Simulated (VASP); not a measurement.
# Nb2BS (P6_3/mmc) in VASP: reference runs

How does Nb2BS come out in PBE? The cell is run as given.

Program: VASP 6.6.1. These are calculated values, not measurements. Logs are shortened: lines on timing, memory, paths and dates and some standing lists are left out, and cuts for length are marked.

### Step 1. The structure

The structure is hexagonal, space group P6_3/mmc (No. 194). Conventional cell: a = 3.373 Å, b = 3.373 Å, c = 11.698 Å, α = 90.00°, β = 90.00°, γ = 120.00°. Nb (site symmetry 3m) has 3 B at 2.27 Å as nearest neighbours. Around S (site symmetry -6m2) lie 6 Nb at 2.62 Å. B (site symmetry -3m) has 6 Nb at 2.27 Å as nearest neighbours.

The cell comes from a database or a generator and needn't be the stable form of this composition.

### Step 2. Single point, PBE

File INCAR:

```
SYSTEM = Nb2BS
  PREC = Accurate
  ENCUT = 520
  EDIFF = 1E-7
  ISMEAR = -1
  SIGMA = 0.05
  LREAL = .False.
  LASPH = .True.
  NELM = 80
  ALGO = Normal
  ISIF = 2
  LWAVE = .False.
  LCHARG = .False.
  GGA = PE
  NBANDS = 45
```

File KPOINTS:

```
Automatic mesh
0
Gamma
  9 9 3
  0 0 0
```

File POSCAR:

```
Nb2BS
1.0
    3.3730089166      0.0000000000      0.0000000000
   -1.6865044583      2.9211114090      0.0000000000
    0.0000000000      0.0000000000     11.6977960000
Nb S B
4 2 2
Direct
    0.3333333333      0.6666666667      0.3997840000
    0.6666666667      0.3333333333      0.8997840000
    0.6666666667      0.3333333333      0.6002160000
    0.3333333333      0.6666666667      0.1002160000
    0.6666666667      0.3333333333      0.2500000000
    0.3333333333      0.6666666667      0.7500000000
    0.0000000000      0.0000000000      0.5000000000
    0.0000000000      0.0000000000      0.0000000000
```

Potentials or basis: VASP PAW PBE potentials, release 64 (Nb_sv, S, B).

On the command line:

```bash
$ cat potpaw_PBE.64/Nb_sv/POTCAR potpaw_PBE.64/S/POTCAR potpaw_PBE.64/B/POTCAR > POTCAR
$ mpirun -np 1 vasp_std > vasp.out
```

OUTCAR:

```text
SYSTEM = Nb2BS
   PREC = Accurate
   ENCUT = 520
   EDIFF = 1E-7
   ISMEAR = -1
   LREAL = .False.
   LASPH = .True.
   NELM = 80
   ISIF = 2
   GGA = PE

 ion  position               nearest neighbor table
   1  0.333  0.667  0.400-   7 2.27   7 2.27   7 2.27   5 2.62   5 2.62   5 2.62   3 3.05   3 3.05
                             3 3.05
   2  0.667  0.333  0.900-   8 2.27   8 2.27   8 2.27   6 2.62   6 2.62   6 2.62   4 3.05   4 3.05
                             4 3.05
   3  0.667  0.333  0.600-   7 2.27   7 2.27   7 2.27   6 2.62   6 2.62   6 2.62   1 3.05   1 3.05
                             1 3.05
   4  0.333  0.667  0.100-   8 2.27   8 2.27   8 2.27   5 2.62   5 2.62   5 2.62   2 3.05   2 3.05
                             2 3.05
   5  0.667  0.333  0.250-   1 2.62   4 2.62   1 2.62   4 2.62   1 2.62   4 2.62
   6  0.333  0.667  0.750-   2 2.62   3 2.62   2 2.62   3 2.62   2 2.62   3 2.62
   7  0.000  0.000  0.500-   1 2.27   3 2.27   3 2.27   1 2.27   3 2.27   1 2.27
   8  0.000  0.000  0.000-   2 2.27   4 2.27   2 2.27   4 2.27   2 2.27   4 2.27

  LATTYP: Found a hexagonal cell.
 ALAT       =     3.3730089166
 C/A-ratio  =     3.4680596136

  Lattice vectors:

 A1 = (   3.3730089166,   0.0000000000,   0.0000000000)
 A2 = (  -1.6865044583,   2.9211114090,   0.0000000000)
 A3 = (   0.0000000000,   0.0000000000,  11.6977960000)

Analysis of symmetry for initial positions (statically):
=====================================================================
 Subroutine PRICEL returns:
 Original cell was already a primitive cell.

 Routine SETGRP: Setting up the symmetry group for a
 hexagonal supercell.

 Subroutine GETGRP returns: Found 24 space group operations
 (whereof 12 operations were pure point group operations)
 out of a pool of 24 trial point group operations.

The static configuration has the point symmetry D_3d.
 The point group associated with its full space group is D_6h.

Analysis of symmetry for dynamics (positions and initial velocities):
=====================================================================
 Subroutine PRICEL returns:
 Original cell was already a primitive cell.

 Routine SETGRP: Setting up the symmetry group for a
 hexagonal supercell.

 Subroutine GETGRP returns: Found 24 space group operations
 (whereof 12 operations were pure point group operations)
 out of a pool of 24 trial point group operations.

The dynamic configuration has the point symmetry D_3d.
 The point group associated with its full space group is D_6h.

 Subroutine INISYM returns: Found 24 space group operations
 (whereof 12 operations are pure point group operations),
 and found     1 'primitive' translations

----------------------------------------------------------------------------------------

                                     Primitive cell

  volume of cell :     115.2576

  direct lattice vectors                    reciprocal lattice vectors
     3.373008917  0.000000000  0.000000000     0.296471200  0.171167727  0.000000000
    -1.686504458  2.921111409  0.000000000     0.000000000  0.342335454  0.000000000
     0.000000000  0.000000000 11.697796000     0.000000000  0.000000000  0.085486189

  length of vectors
     3.373008917  3.373008917 11.697796000     0.342335454  0.342335454  0.085486189

  position of ions in fractional coordinates (direct lattice)
     0.333333333  0.666666667  0.399784000
     0.666666667  0.333333333  0.899784000
     0.666666667  0.333333333  0.600216000
     0.333333333  0.666666667  0.100216000
     0.666666667  0.333333333  0.250000000
     0.333333333  0.666666667  0.750000000
     0.000000000  0.000000000  0.500000000
     0.000000000  0.000000000  0.000000000

  ion indices of the primitive-cell ions
   primitive index   ion index
                 1           1
                 2           2
                 3           3
                 4           4
                 5           5
                 6           6
                 7           7
                 8           8

----------------------------------------------------------------------------------------

 KPOINTS: Automatic mesh

Automatic generation of k-mesh.
 Grid dimensions read from file:
 generate k-points for:    9    9    3

 Generating k-lattice:

  Cartesian coordinates                     Fractional coordinates (reciprocal lattice)
     0.032941244  0.019018636  0.000000000     0.111111111  0.000000000  0.000000000
     0.000000000  0.038037273  0.000000000     0.000000000  0.111111111  0.000000000
     0.000000000  0.000000000  0.028495396     0.000000000  0.000000000  0.333333333

  Length of vectors
     0.038037273  0.038037273  0.028495396

  Shift w.r.t. Gamma in fractional coordinates (k-lattice)
     0.000000000  0.000000000  0.000000000

 Subroutine IBZKPT returns following result:
 ===========================================

 Found     24 irreducible k-points:

 Following reciprocal coordinates:
            Coordinates               Weight
  0.000000  0.000000  0.000000      1.000000
  0.111111 -0.000000  0.000000      6.000000
  0.222222 -0.000000  0.000000      6.000000
  0.333333 -0.000000  0.000000      6.000000
  0.444444 -0.000000  0.000000      6.000000
  0.111111  0.111111  0.000000      6.000000
[... 16 lines left out ...]
  0.333333  0.222222  0.333333     24.000000
  0.333333  0.333333  0.333333      4.000000
   k-points           NKPTS =     24   k-points in BZ     NKDIM =     24   number of bands    NBANDS=     45
   number of dos      NEDOS =    301   number of ions     NIONS =      8
   total plane-waves  NPLWV =  70560
   dimension x,y,z NGX =    28 NGY =   28 NGZ =   90
   dimension x,y,z NGXF=    56 NGYF=   56 NGZF=  180
   ions per type =               4   2   2
   NGX,Y,Z   is equivalent  to a cutoff of  13.80, 13.80, 12.79 a.u.
   NGXF,Y,Z  is equivalent  to a cutoff of  27.60, 27.60, 25.58 a.u.
 SYSTEM =  Nb2BS
   PREC   = accura    normal or accurate (medium, high low for compatibility)
   ISTART =      0    job   : 0-new  1-cont  2-samecut
   ICHARG =      2    charge: 1-file 2-atom 10-const
   ISPIN  =      1    spin polarized calculation?
   LNONCOLLINEAR =      F non collinear calculations
   LSORBIT =      F    spin-orbit coupling
   LASPH  =      T    aspherical Exc in radial PAW
   ENCUT  =  520.0 eV  38.22 Ry    6.18 a.u.   6.27  6.27 21.75*2*pi/ulx,y,z
   NELM   =     80;   NELMIN=  2; NELMDL= -5     # of ELM steps
   EDIFF  = 0.1E-06   stopping-criterion for ELM
   LREAL  =      F    real-space projection
   EDIFFG = 0.1E-05   stopping-criterion for IOM
   NSW    =      0    number of steps for IOM
   IBRION =     -1    ionic relax: 0-MD 1-quasi-New 2-CG
   NFREE  =      0    steps in history (QN), initial steepest desc. (CG)
   ISIF   =      2    stress and relaxation
   ISYM   =      2    0-nonsym 1-usesym 2-fastsym
   POTIM  = 0.5000    time-step for ionic-motion
   TEBEG  =    0.0;   TEEND  =   0.0 temperature during run
   PSTRESS=    0.0 pullay stress
   NELECT =      70.0000    total number of electrons
   NUPDOWN=      -1.0000    fix difference up-down
   EMIN   =  10.00;   EMAX   =-10.00  energy-range for DOS
   EFERMI =   0.00;   METHOD = LEGACY
   ISMEAR =    -1;   SIGMA  =   0.05  broadening in eV -4-tet -1-fermi 0-gaus
   EFERMI_NEDOS =   21; number of points for ismear=-14 and -15
   IALGO  =     38    algorithm
   IMIX   =      4    mixing-type and parameters
     AMIX     =   0.40;   BMIX     =  1.00
     AMIX_MAG =   1.60;   BMIX_MAG =  1.00
  volume/ion in A,a.u.               =      14.41        97.22
  Fermi-wavevector in a.u.,A,eV,Ry     =   1.386386  2.619890 26.151313  1.922067
  Thomas-Fermi vector in A             =   2.510707
   LORBIT       =      0    0 simple, 1 ext, 2 COOP (PROOUT), +10 PAW based schemes
   GGA     = PE    functional components
   LHFCALC =     F    Hartree Fock is set to
   AEXX    =    0.0000 exact exchange contribution
   IVDW    =     0    specifies the selected vdW correction
   LEPSILON=     F    determine dielectric tensor
   LRPA    =     F    only Hartree local field effects (RPA)
 non-spin polarized calculation
  energy-cutoff  :      520.00
  volume of cell :      115.26
 maximum number of plane-waves:      3128
 NGX is ok and might be reduce to    28
   NGX = 13   NGY = 13   NGZ = 43

 number of electron      70.0000000 magnetization

 Free energy of the ion-electron system (eV)
  ---------------------------------------------------
  ext. energy  EPLUGINS =         0.00000000
  ---------------------------------------------------
  free energy    TOTEN  =       -69.77646755 eV

  energy without entropy =      -69.75392787  energy(sigma->0) =      -69.76519771

 E-fermi :  10.8926     XC(G=0): -12.1044

 val. band max:       10.8411817333   @ k =   0.2222  -0.0000   0.3333
 cond. band min:      10.9125643294   @ k =   0.0000   0.0000   0.3333
 fundamental gap:      0.0713825961
 Fermi energy:        10.8926422603

 k-point     1 :       0.0000    0.0000    0.0000
  band No.  band energies     occupation
      1     -44.6243      2.00000
      2     -44.6191      2.00000
      3     -44.5475      2.00000
      4     -44.5422      2.00000
      5     -21.0467      2.00000
      6     -20.9511      2.00000
[... 37 lines left out ...]
     44      12.8235      0.00000
     45      12.8359      0.00000

 k-point     2 :       0.1111   -0.0000    0.0000
  band No.  band energies     occupation
      1     -44.6187      2.00000
      2     -44.6136      2.00000
      3     -44.5459      2.00000
      4     -44.5407      2.00000
      5     -21.0318      2.00000
      6     -20.9400      2.00000
[... 37 lines left out ...]
     44      12.9727      0.00000
     45      13.0587      0.00000

 k-point     3 :       0.2222   -0.0000    0.0000
  band No.  band energies     occupation
      1     -44.6039      2.00000
      2     -44.5989      2.00000
      3     -44.5427      2.00000
      4     -44.5376      2.00000
      5     -20.9959      2.00000
      6     -20.9157      2.00000
[... 997 lines left out ...]
     44      13.9385      0.00000
     45      14.5187      0.00000

 k-point    24 :       0.3333    0.3333    0.3333
  band No.  band energies     occupation
      1     -44.5516      2.00000
      2     -44.5516      2.00000
      3     -44.5468      2.00000
      4     -44.5468      2.00000
      5     -20.8907      2.00000
      6     -20.8907      2.00000
[... 37 lines left out ...]
     44      13.7431      0.00000
     45      14.9002      0.00000

------------------------ aborting loop because EDIFF is reached ----------------------------------------

  FORCE on cell =-STRESS in cart. coord.  units (eV):
  Direction    XX          YY          ZZ          XY          YZ          ZX
  --------------------------------------------------------------------------------------
  -------------------------------------------------------------------------------------
  Total       -1.5830866     -1.5830866     -2.0664574      0.0000000     -0.0000000      0.0000000
  in kB      -22.0062280    -22.0062280    -28.7254867      0.0000000     -0.0000000      0.0000000
  external PRESSURE =     -24.2459809 kB  Pullay stress =       0.0000000 kB

 VOLUME and BASIS-vectors are now :
 -----------------------------------------------------------------------------
  energy-cutoff  :      520.00
  volume of cell :      115.26
      direct lattice vectors                 reciprocal lattice vectors
     3.373008917  0.000000000  0.000000000     0.296471200  0.171167727  0.000000000
    -1.686504458  2.921111409  0.000000000     0.000000000  0.342335454  0.000000000
     0.000000000  0.000000000 11.697796000     0.000000000  0.000000000  0.085486189

 POSITION                                       TOTAL-FORCE (eV/Angst)
 -----------------------------------------------------------------------------------
     -0.00000      1.94741      4.67659         0.000000     -0.000000     -0.149064
      1.68650      0.97370     10.52549        -0.000000      0.000000     -0.149064
      1.68650      0.97370      7.02120        -0.000000      0.000000      0.149064
     -0.00000      1.94741      1.17231         0.000000     -0.000000      0.149064
      1.68650      0.97370      2.92445        -0.000000      0.000000      0.000000
     -0.00000      1.94741      8.77335         0.000000      0.000000      0.000000
      0.00000      0.00000      5.84890         0.000000      0.000000      0.000000
      0.00000      0.00000      0.00000         0.000000      0.000000      0.000000
 -----------------------------------------------------------------------------------
    total drift:                               -0.000001      0.000000     -0.000000

  FREE ENERGIE OF THE ION-ELECTRON SYSTEM (eV)
  ---------------------------------------------------
  free  energy   TOTEN  =       -69.7764675531 eV

  energy  without entropy=      -69.7539278723  energy(sigma->0) =      -69.76519771
```

Wall time 4 min (1 thread of Intel Xeon Platinum 8259CL at 2.50GHz (Skylake/Cascade Lake), shared host); peak memory 0.3 GiB.

Results:

```yaml
Free_energy: -69.7765 eV
Pressure: -2.4 GPa
Largest_force: 0.149 eV/Å
Band_gap_on_the_k_mesh: none (metal or under the smearing width)
```

Forces in eV/Å, atoms in the order of the input:
```
Nb   0.000  0.000 -0.149
Nb   0.000  0.000 -0.149
Nb   0.000  0.000  0.149
Nb   0.000  0.000  0.149
S    0.000  0.000  0.000
S    0.000  0.000  0.000
B    0.000  0.000  0.000
B    0.000  0.000  0.000
```

Levels at points of the mesh, in eV from the Fermi level:
| k point | band 31 | band 32 | band 33 | band 34 | band 35 | band 36 | band 37 | band 38 | band 39 | band 40 |
| --- | --- | --- | --- | --- | --- | --- | --- | --- | --- | --- |
| (0.00, 0.00, 0.00) | -1.23 | -1.14 | -1.14 | -1.02 | -1.02 | -0.90 | -0.90 | 0.23 | 0.23 | 0.40 |
